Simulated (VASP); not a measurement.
Input:

```yaml
crystal:
  lattice:
    - [3.44116, 0.00000, 0.00000]
    - [0.00000, 3.44116, 0.00000]
    - [0.00000, 0.00000, 3.44116]
  atoms:
    - { symbol: Ca, position: [0.00000, 0.00000, 0.00000] }
    - { symbol: S, position: [0.50000, 0.50000, 0.50000] }
```

Level of theory: PBEsol GGA, VASP's PBE PAW potentials (set 64) (plane waves; VASP 6.6.1). Numerical set-up: 400 eV cut-off, 7×7×7 Γ-centred mesh, Gaussian smearing of 0.050 eV, potentials Ca_sv S.

What does the run give for the energy per atom (σ→0)?

```
Property                       Result
---------------------  --------------
energy per atom (σ→0)  -5.112 eV/atom
```

Only differences to runs with the same potentials and settings are physical.

The structure was generated: CaS was put into the CsCl type type (Pm-3m), which need not be its known phase. It was relaxed first, which changed the volume by -16 %. The start is the result of an earlier pass.
